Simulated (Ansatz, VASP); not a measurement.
# Cross-check of HfTeSe between VASP and Ansatz

One calculation is typed for both programs; each brings its own data sets. How far apart do they land? The cell is taken from a series of runs on this material, whose earlier steps may have relaxed, scaled, displaced or heated it; both programs get it as it stands.

Main program and level: Ansatz 0.2.0; plane waves, with VASP 6.6.1 beside it; PBEsol.

## (1) The starting structure

The cell holds 3 atoms: 1 Hf, 1 Se and 1 Te. Its edges and angles: a = 3.869 Å, b = 3.812 Å, c = 30.000 Å, α = 90.0°, β = 90.0°, γ = 120.5°. Vacuum lies along c.

Coordinates:

```cif
data_structure
_symmetry_space_group_name_H-M 'P 1'
_symmetry_Int_Tables_number 1
_cell_length_a 3.8685
_cell_length_b 3.8118
_cell_length_c 30.0000
_cell_angle_alpha 90.000
_cell_angle_beta 90.000
_cell_angle_gamma 120.494
_cell_volume 381.20
loop_
_atom_site_label
_atom_site_type_symbol
_atom_site_fract_x
_atom_site_fract_y
_atom_site_fract_z
_atom_site_occupancy
Hf1 Hf 0.99970 0.99940 0.33648 1
Se2 Se 0.33528 0.67056 0.38523 1
Te3 Te 0.66502 0.33004 0.27496 1
```

## (2) VASP: zone-centre phonons, PBEsol

Second derivatives magnify differences that forces hide, and they need a tight electronic threshold.

Lines of VASP's logs that name or quote its potential files are left out, and so is its time.

INCAR

```
SYSTEM = HfTeSe
PREC = Accurate
ENCUT = 500
EDIFF = 1E-08
NELM = 120
ISMEAR = 1
SIGMA = 0.2
LREAL = .FALSE.
ALGO = Normal
GGA = PS
NBANDS = 17
LASPH = .TRUE.
LORBIT = 11
LWAVE = .FALSE.
LCHARG = .FALSE.
ISIF = 2
IBRION = 8
GGA_COMPAT = .FALSE.
NELMDL = -8
KPAR = 2
```

POSCAR

```
HfTeSe
1.0
    3.8685490870      0.0000000000      0.0000000000
   -1.9342745435      3.2845703776      0.0000000000
    0.0000000000      0.0000000000     30.0000000000
Hf Se Te
1 1 1
Direct
    0.9997016713      0.9994033427      0.3364795820
    0.3352800520      0.6705601041      0.3852287239
    0.6650182766      0.3300365532      0.2749583607
```

KPOINTS

```
Automatic mesh
0
Gamma
12 12 1
0 0 0
```

The projector-augmented-wave data sets are Hf_pv, Se and Te (PBE family, release 64).

Started as:

```bash
mpirun -np 2 vasp_std
```

Numbers of over 12 decimals in the logs are rounded to 6 here.

The log of the run:

```text
[banner, memory and clock lines left out]
running    2 mpi-ranks, on    1 nodes
 distrk:  each k-point on    1 cores,    2 groups
 distr:  one band on    1 cores,    1 groups

 POSCAR found type information on POSCAR HfSeTe
 POSCAR found :  3 types and       3 ions
|                                                                             |
|               ----> ADVICE to this user running VASP <----                  |
|                                                                             |
|     You enforced a specific xc type in the INCAR file but a different       |
|     [... a line on the potential file left out ...]
|     I HOPE YOU KNOW WHAT YOU ARE DOING!                                     |
|                                                                             |

 LDA part: xc-table for (Slater+PW92), standard interpolation
 POSCAR, INCAR and KPOINTS ok, starting setup
 FFT: planning ... GRIDC
 FFT: planning ... GRID_SOFT
 FFT: planning ... GRID
 WAVECAR not read
 entering main loop
       N       E                     dE             d eps       ncg     rms          rms(c)
DAV:   1     0.100849851906E+03    0.10085E+03   -0.86563E+03  1830   0.870E+02
DAV:   2    -0.104980857026E+02   -0.11135E+03   -0.10904E+03  1966   0.154E+02
DAV:   3    -0.219399247523E+02   -0.11442E+02   -0.11392E+02  2174   0.493E+01
DAV:   4    -0.221529925531E+02   -0.21307E+00   -0.21216E+00  2322   0.796E+00
DAV:   5    -0.221545574354E+02   -0.15649E-02   -0.22208E-02  2283   0.711E-01
DAV:   6    -0.221552568674E+02   -0.69943E-03   -0.43087E-04  2339   0.812E-02
DAV:   7    -0.221552574786E+02   -0.61114E-06   -0.61103E-06  2259   0.941E-03
DAV:   8    -0.221552574929E+02   -0.14323E-07   -0.14533E-07  2292   0.121E-03    0.454E+01
DAV:   9    -0.211235836954E+02    0.10317E+01   -0.32219E+00  1644   0.793E+00    0.323E+01
DAV:  10    -0.210639434849E+02    0.59640E-01   -0.16916E+00  1914   0.681E+00    0.904E+00
DAV:  11    -0.209979447560E+02    0.65999E-01   -0.33829E-01  1881   0.301E+00    0.136E+00
DAV:  12    -0.209952644056E+02    0.26804E-02   -0.37395E-02  1977   0.996E-01    0.583E-01
DAV:  13    -0.209948762488E+02    0.38816E-03   -0.32339E-03  1940   0.311E-01    0.158E-01
DAV:  14    -0.209947225572E+02    0.15369E-03   -0.34732E-04  2063   0.914E-02    0.930E-02
[...]
DAV:  24    -0.209954240025E+02   -0.79671E-05   -0.26324E-07  1789   0.117E-03    0.643E-04
DAV:  25    -0.209954263103E+02   -0.23078E-05   -0.24556E-08  1738   0.408E-04    0.191E-04
DAV:  26    -0.209954279447E+02   -0.16344E-05   -0.25507E-08  1684   0.374E-04    0.153E-04
DAV:  27    -0.209954287660E+02   -0.82123E-06   -0.11674E-08  1550   0.270E-04    0.138E-04
DAV:  28    -0.209954288843E+02   -0.11830E-06    0.98055E-11  1759   0.873E-05    0.103E-04
DAV:  29    -0.209954289278E+02   -0.43569E-07    0.66690E-10  1432   0.437E-05    0.229E-05
DAV:  30    -0.209954289443E+02   -0.16496E-07    0.74047E-10  1361   0.266E-05    0.138E-05
DAV:  31    -0.209954289447E+02   -0.33106E-09    0.80277E-10  1003   0.826E-06
   1 F= -.20995429E+02 E0= -.20994960E+02  d E =-.140696E-02
 Linear response reoptimize wavefunctions to high precision
DAV:   1    -0.209954289502E+02   -0.55293E-08    0.79266E-10  1509   0.133E-05
DAV:   2    -0.209954289502E+02   -0.22737E-10    0.80623E-10  1265   0.355E-06
 Linear response DOF=           9
 Linear response progress:
  Degree of freedom:   1/  9
       N       E                     dE             d eps       ncg     rms          rms(c)
RMM:   1    -0.217009604598E+00   -0.21701E+00    0.44402E+00  2680   0.131E+01
RMM:   2    -0.224164319950E+00   -0.71547E-02   -0.41003E-02  3832   0.129E+00    0.519E-01
RMM:   3    -0.223810230757E+00    0.35409E-03   -0.21514E-03  5476   0.221E-01    0.179E-01
RMM:   4    -0.223485320925E+00    0.32491E-03   -0.20177E-04  5447   0.710E-02    0.136E-01
RMM:   5    -0.223134248664E+00    0.35107E-03   -0.43365E-05  5258   0.419E-02    0.102E-02
RMM:   6    -0.223110303676E+00    0.23945E-04   -0.31298E-06  5805   0.115E-02    0.572E-03
[...]
force on displaced ion       1 direction 3 :  -0.000  -0.346 -14.207
 Linear response progress:
  Degree of freedom:   4/  9
       N       E                     dE             d eps       ncg     rms          rms(c)
RMM:   1    -0.802018056399E-01   -0.80202E-01    0.91723E-02  6274   0.142E+00
RMM:   2    -0.808111624578E-01   -0.60936E-03   -0.27949E-03  4488   0.251E-01    0.390E-01
RMM:   3    -0.810044661415E-01   -0.19330E-03   -0.40702E-04  4482   0.966E-02    0.250E-01
RMM:   4    -0.815099707356E-01   -0.50550E-03   -0.27236E-04  4320   0.797E-02    0.303E-02
RMM:   5    -0.813554597189E-01    0.15451E-03   -0.24615E-05  4372   0.239E-02    0.180E-02
RMM:   6    -0.813427231903E-01    0.12737E-04   -0.33244E-06  4908   0.816E-03    0.636E-03
RMM:   7    -0.813583425144E-01   -0.15619E-04   -0.64978E-07  4421   0.371E-03    0.232E-03
RMM:   8    -0.813539677748E-01    0.43747E-05   -0.65903E-08  4843   0.116E-03    0.155E-03
RMM:   9    -0.813541495903E-01   -0.18182E-06    0.64205E-10  4992   0.358E-04    0.993E-04
RMM:  10    -0.813529772061E-01    0.11724E-05    0.13453E-08  4255   0.322E-04    0.446E-04
RMM:  11    -0.813526368095E-01    0.34040E-06   -0.87452E-09  4709   0.106E-04    0.586E-05
[...]
RMM:   3    -0.115250271723E+00    0.13245E-03   -0.46081E-04  2658   0.932E-02    0.241E-01
RMM:   4    -0.115355612458E+00   -0.10534E-03   -0.14240E-04  2651   0.478E-02    0.223E-02
RMM:   5    -0.115318931396E+00    0.36681E-04   -0.92675E-06  2536   0.129E-02    0.131E-02
RMM:   6    -0.115297900714E+00    0.21031E-04   -0.11593E-06  2677   0.470E-03    0.737E-03
RMM:   7    -0.115288372604E+00    0.95281E-05   -0.37935E-07  2751   0.244E-03    0.134E-03
RMM:   8    -0.115294043684E+00   -0.56711E-05   -0.63606E-08  2586   0.101E-03    0.117E-03
RMM:   9    -0.115294806114E+00   -0.76243E-06   -0.48871E-08  2647   0.672E-04    0.422E-04
RMM:  10    -0.115293220398E+00    0.15857E-05   -0.74648E-09  2480   0.305E-04    0.199E-04
RMM:  11    -0.115292938976E+00    0.28142E-06   -0.11107E-08  2752   0.236E-04    0.113E-04
RMM:  12    -0.115293054802E+00   -0.11583E-06   -0.65035E-09  2746   0.109E-04    0.126E-04
RMM:  13    -0.115293167800E+00   -0.11300E-06   -0.62889E-09  2862   0.149E-04    0.572E-05
RMM:  14    -0.115293152307E+00    0.15493E-07   -0.33356E-09  2812   0.426E-05    0.415E-05
RMM:  15    -0.115293199407E+00   -0.47101E-07   -0.95631E-09  2864   0.540E-05    0.187E-05
RMM:  16    -0.115293245122E+00   -0.45715E-07   -0.13696E-08  2811   0.232E-05    0.150E-05
RMM:  17    -0.115293291744E+00   -0.46621E-07   -0.17851E-08  2783   0.314E-05    0.105E-05
RMM:  18    -0.115293288506E+00    0.32375E-08   -0.11696E-08  2714   0.194E-05    0.509E-06
 first order change of Fermi-energy  -0.92884E+00
 force on displaced ion       2 direction 3 :   0.000  -0.159  -8.073
 Linear response progress:
  Degree of freedom:   7/  9
       N       E                     dE             d eps       ncg     rms          rms(c)
RMM:   1    -0.419322176281E-01   -0.41932E-01    0.37011E-02  6202   0.915E-01
RMM:   2    -0.429428128091E-01   -0.10106E-02   -0.18298E-03  4696   0.204E-01    0.251E-01
RMM:   3    -0.430387289100E-01   -0.95916E-04   -0.21228E-04  4421   0.730E-02    0.158E-01
RMM:   4    -0.432475152120E-01   -0.20879E-03   -0.80686E-05  4373   0.476E-02    0.105E-02
RMM:   5    -0.432210860058E-01    0.26429E-04   -0.49027E-06  4617   0.119E-02    0.655E-03
RMM:   6    -0.432078004352E-01    0.13286E-04   -0.84494E-07  4579   0.494E-03    0.229E-03
RMM:   7    -0.432089218283E-01   -0.11214E-05   -0.64426E-08  4814   0.147E-03    0.167E-03
RMM:   8    -0.432072041756E-01    0.17177E-05   -0.10065E-08  4579   0.564E-04    0.608E-04
RMM:   9    -0.432074712767E-01   -0.26710E-06    0.91292E-09  4946   0.201E-04    0.281E-04
RMM:  10    -0.432075100838E-01   -0.38807E-07    0.12065E-08  4851   0.736E-05    0.915E-05
RMM:  11    -0.432074897809E-01    0.20303E-07    0.16091E-08  4878   0.253E-05    0.196E-05
RMM:  12    -0.432074680354E-01    0.21745E-07    0.69655E-09  4878   0.112E-05    0.910E-06
RMM:  13    -0.432074608297E-01    0.72057E-08   -0.37765E-09  4789   0.773E-06    0.128E-06
 first order change of Fermi-energy  -0.80213E-03
 force on displaced ion       3 direction 1 :  -2.874  -0.001   0.000
 Linear response progress:
  Degree of freedom:   8/  9
       N       E                     dE             d eps       ncg     rms          rms(c)
RMM:   1    -0.415212128894E-01   -0.41521E-01    0.35646E-02  3585   0.911E-01
RMM:   2    -0.425406014811E-01   -0.10194E-02   -0.17725E-03  2729   0.201E-01    0.251E-01
RMM:   3    -0.426343244134E-01   -0.93723E-04   -0.19337E-04  2547   0.702E-02    0.156E-01
RMM:   4    -0.428382262317E-01   -0.20390E-03   -0.78966E-05  2520   0.467E-02    0.105E-02
RMM:   5    -0.428115344324E-01    0.26692E-04   -0.45862E-06  2679   0.118E-02    0.634E-03
RMM:   6    -0.427988303156E-01    0.12704E-04   -0.74862E-07  2653   0.479E-03    0.239E-03
RMM:   7    -0.427998249455E-01   -0.99463E-06   -0.74600E-08  2797   0.141E-03    0.161E-03
RMM:   8    -0.427981360517E-01    0.16889E-05   -0.23325E-08  2670   0.569E-04    0.555E-04
RMM:   9    -0.427983636767E-01   -0.22762E-06   -0.22354E-08  2858   0.200E-04    0.263E-04
RMM:  10    -0.427985161002E-01   -0.15242E-06    0.10007E-08  2753   0.861E-05    0.874E-05
RMM:  11    -0.427984783413E-01    0.37759E-07    0.23320E-08  2857   0.308E-05    0.113E-05
RMM:  12    -0.427984577421E-01    0.20599E-07    0.80108E-09  2799   0.176E-05    0.113E-05
RMM:  13    -0.427984444758E-01    0.13266E-07    0.13190E-09  2640   0.149E-05    0.734E-06
RMM:  14    -0.427984496664E-01   -0.51906E-08    0.63510E-09  2439   0.981E-06    0.263E-06
 first order change of Fermi-energy   0.22007E-01
 force on displaced ion       3 direction 2 :   0.000  -2.863  -0.138
 Linear response progress:
  Degree of freedom:   9/  9
       N       E                     dE             d eps       ncg     rms          rms(c)
RMM:   1    -0.789209612765E-01   -0.78921E-01    0.58729E-02  3532   0.967E-01
RMM:   2    -0.792532803094E-01   -0.33232E-03   -0.24325E-03  2775   0.239E-01    0.483E-01
RMM:   3    -0.791639645569E-01    0.89316E-04   -0.29063E-04  2517   0.855E-02    0.291E-01
RMM:   4    -0.792359745027E-01   -0.72010E-04   -0.97312E-05  2502   0.443E-02    0.505E-02
RMM:   5    -0.792191867286E-01    0.16788E-04   -0.15263E-05  2525   0.186E-02    0.130E-02
RMM:   6    -0.792086620834E-01    0.10525E-04   -0.14345E-06  2602   0.601E-03    0.750E-03
RMM:   7    -0.792017394352E-01    0.69226E-05   -0.51147E-07  2713   0.301E-03    0.295E-03
RMM:   8    -0.792062887431E-01   -0.45493E-05   -0.77084E-08  2612   0.126E-03    0.215E-03
RMM:   9    -0.792073182068E-01   -0.10295E-05   -0.10938E-08  2819   0.445E-04    0.142E-03
RMM:  10    -0.792076663965E-01   -0.34819E-06   -0.13584E-08  2614   0.340E-04    0.488E-04
RMM:  11    -0.792088777085E-01   -0.12113E-05   -0.11341E-08  2582   0.237E-04    0.187E-04
RMM:  12    -0.792093471883E-01   -0.46948E-06   -0.11967E-08  2733   0.160E-04    0.194E-04
RMM:  13    -0.792102718374E-01   -0.92465E-06   -0.76893E-08  2871   0.293E-04    0.712E-05
RMM:  14    -0.792103520483E-01   -0.80211E-07   -0.34599E-08  2834   0.667E-05    0.363E-05
RMM:  15    -0.792104405301E-01   -0.88482E-07   -0.22226E-08  2898   0.725E-05    0.308E-05
RMM:  16    -0.792104237591E-01    0.16771E-07   -0.27589E-08  2857   0.384E-05    0.349E-05
RMM:  17    -0.792104077152E-01    0.16044E-07   -0.17614E-08  2849   0.351E-05    0.757E-06
RMM:  18    -0.792104060355E-01    0.16797E-08   -0.56241E-08  2683   0.176E-05    0.232E-06
 first order change of Fermi-energy  -0.63091E+00
 force on displaced ion       3 direction 3 :   0.000  -0.149  -8.622
 Linear response finished
```

From OUTCAR (step 2):

```text
ion  position               nearest neighbor table
   1  1.000  0.999  0.336-   2 2.65   2 2.65   2 2.65   3 2.87   3 2.89   3 2.89
   2  0.335  0.671  0.385-   1 2.65   1 2.65   1 2.65
   3  0.665  0.330  0.275-   1 2.87   1 2.89   1 2.89

  LATTYP: Found a base centered orthorhombic cell.
 ALAT       =     3.8685490870
 B/A-ratio  =     1.6980890270
 C/A-ratio  =     7.7548453762

 Subroutine GETGRP returns: Found  2 space group operations
 (whereof  2 operations were pure point group operations)

The static configuration has the point symmetry C_1h.

 Found     43 irreducible k-points:

   k-points           NKPTS =     43   k-points in BZ     NKDIM =     43   number of bands    NBANDS=     17

   dimension x,y,z NGX =    28 NGY =   28 NGZ =  224
   dimension x,y,z NGXF=    56 NGYF=   56 NGZF=  448

   ENCUT  =  500.0 eV  36.75 Ry    6.06 a.u.   7.05  6.95 54.70*2*pi/ulx,y,z

   NELECT =      22.0000    total number of electrons

 k-points in reciprocal lattice and weights: Automatic mesh
   0.00000000  0.00000000  0.00000000       0.007
   0.08333333  0.00000000  0.00000000       0.028
   0.16666667 -0.00000000  0.00000000       0.028
   0.25000000 -0.00000000  0.00000000       0.028
   0.33333333 -0.00000000  0.00000000       0.028
   0.41666667  0.00000000  0.00000000       0.028
   0.50000000 -0.00000000  0.00000000       0.014
   0.00000000  0.08333333  0.00000000       0.014
   0.08333333  0.08333333  0.00000000       0.028
[...]
0.16666667  0.41666667  0.00000000       0.014
   0.00000000  0.50000000  0.00000000       0.007

 average (electrostatic) potential at core
       1 -45.8737       2 -60.9210       3 -96.4854

  Total       -0.8976630     -0.2018822     -0.0723815      0.0000000     -0.0008331      0.0000000
  in kB       -3.7729057     -0.8485174     -0.3042219      0.0000000     -0.0035015      0.0000000
  external PRESSURE =      -1.6418817 kB  Pullay stress =       0.0000000 kB

  energy-cutoff  :      500.00
  volume of cell :      381.20
      direct lattice vectors                 reciprocal lattice vectors
     3.868549087  0.000000000  0.000000000     0.258494846  0.152226910  0.000000000
    -1.934274543  3.284570378  0.000000000     0.000000000  0.304453820  0.000000000
     0.000000000  0.000000000 30.000000000     0.000000000  0.000000000  0.033333333

 POSITION                                       TOTAL-FORCE (eV/Angst)
 -----------------------------------------------------------------------------------
      1.93427      3.28261     10.09439         0.000000     -0.000052      0.016117
     -0.00000      2.20250     11.55686         0.000000     -0.000179     -0.028773
      1.93427      1.08403      8.24875        -0.000000      0.000231      0.012656
 -----------------------------------------------------------------------------------
    total drift:                                0.000000     -0.000170     -0.000004

 Eigenvectors and eigenvalues of the dynamical matrix
 ----------------------------------------------------

   1 f  =    6.178252 THz    38.819102 2PiTHz  206.084301 cm-1    25.551185 meV
             X         Y         Z           dx          dy          dz
      1.934275  3.282611 10.094387     0.000000   -0.025443   -0.685834
     -0.000000  2.202502 11.556862     0.000000    0.030395    0.668011
      1.934275  1.084028  8.248751    -0.000000    0.006436    0.285971

   2 f  =    4.778553 THz    30.024533 2PiTHz  159.395364 cm-1    19.762498 meV
             X         Y         Z           dx          dy          dz
      1.934275  3.282611 10.094387    -0.000000   -0.001671    0.255689
     -0.000000  2.202502 11.556862     0.000000    0.030800    0.589031
      1.934275  1.084028  8.248751    -0.000000   -0.021769   -0.765663

   3 f  =    4.201987 THz    26.401864 2PiTHz  140.163203 cm-1    17.378015 meV
             X         Y         Z           dx          dy          dz
      1.934275  3.282611 10.094387     0.388621   -0.000000    0.000000
     -0.000000  2.202502 11.556862    -0.889732    0.000000   -0.000000
      1.934275  1.084028  8.248751     0.239482   -0.000000    0.000000

   4 f  =    4.200249 THz    26.390944 2PiTHz  140.105231 cm-1    17.370827 meV
             X         Y         Z           dx          dy          dz
      1.934275  3.282611 10.094387    -0.000000   -0.379925    0.015606
     -0.000000  2.202502 11.556862     0.000000    0.889413   -0.043219
      1.934275  1.084028  8.248751    -0.000000   -0.249488    0.015664

   5 f  =    2.709571 THz    17.024734 2PiTHz   90.381544 cm-1    11.205878 meV
             X         Y         Z           dx          dy          dz
      1.934275  3.282611 10.094387    -0.620033   -0.000000   -0.000000
     -0.000000  2.202502 11.556862    -0.060267   -0.000000    0.000000
      1.934275  1.084028  8.248751     0.782257    0.000000   -0.000000

   6 f  =    2.684923 THz    16.869871 2PiTHz   89.559405 cm-1    11.103946 meV
             X         Y         Z           dx          dy          dz
      1.934275  3.282611 10.094387    -0.000000    0.624816   -0.017744
     -0.000000  2.202502 11.556862    -0.000000    0.048544    0.002768
      1.934275  1.084028  8.248751     0.000000   -0.778824    0.018936

   7 f/i=    0.001112 THz     0.006988 2PiTHz    0.037100 cm-1     0.004600 meV
             X         Y         Z           dx          dy          dz
      1.934275  3.282611 10.094387     0.000000    0.083136   -0.675870
     -0.000000  2.202502 11.556862     0.000000    0.055249   -0.449340
      1.934275  1.084028  8.248751     0.000000    0.070050   -0.571334

   8 f/i=    0.003052 THz     0.019174 2PiTHz    0.101790 cm-1     0.012620 meV
             X         Y         Z           dx          dy          dz
      1.934275  3.282611 10.094387     0.681566    0.000000    0.000000
     -0.000000  2.202502 11.556862     0.452488    0.000000    0.000000
      1.934275  1.084028  8.248751     0.575084    0.000000    0.000000

   9 f/i=    0.003637 THz     0.022851 2PiTHz    0.121310 cm-1     0.015040 meV
             X         Y         Z           dx          dy          dz
      1.934275  3.282611 10.094387    -0.000000    0.676535    0.083045
     -0.000000  2.202502 11.556862    -0.000000    0.449069    0.054967
      1.934275  1.084028  8.248751    -0.000000    0.570759    0.070380

 ELASTIC MODULI CONTR FROM IONIC RELAXATION (kBar)
 Direction    XX          YY          ZZ          XY          YZ          ZX
 --------------------------------------------------------------------------------
 XX         -85.6941    -54.4286   -122.8649     -0.0000     42.5297      0.0000
 YY         -54.4286    -95.3077   -129.6676      0.0000    -49.9477     -0.0000
 ZZ        -122.8649   -129.6676   -224.1066      0.0000     -3.1606     -0.0000
 XY          -0.0000      0.0000      0.0000    -18.2068      0.0000     44.6977
 YZ          42.5297    -49.9477     -3.1606      0.0000   -126.4531     -0.0000
 ZX           0.0000     -0.0000     -0.0000     44.6977     -0.0000   -110.6721
 --------------------------------------------------------------------------------
```

(Part 1 of 2 ends here.)

[Lines on the potential files, build, host, timing and source positions are cut from VASP's logs without a mark.]

[Logs are printed without paths, hosts, clocks, repeated set-up lines and the standing remarks that a program may print on its own settings, such as how far it seeks lower states.]

[Hosts, paths, dates, database ids (printed as entryN), source tags and the programs' standing remarks are cut or masked in the printed files.]
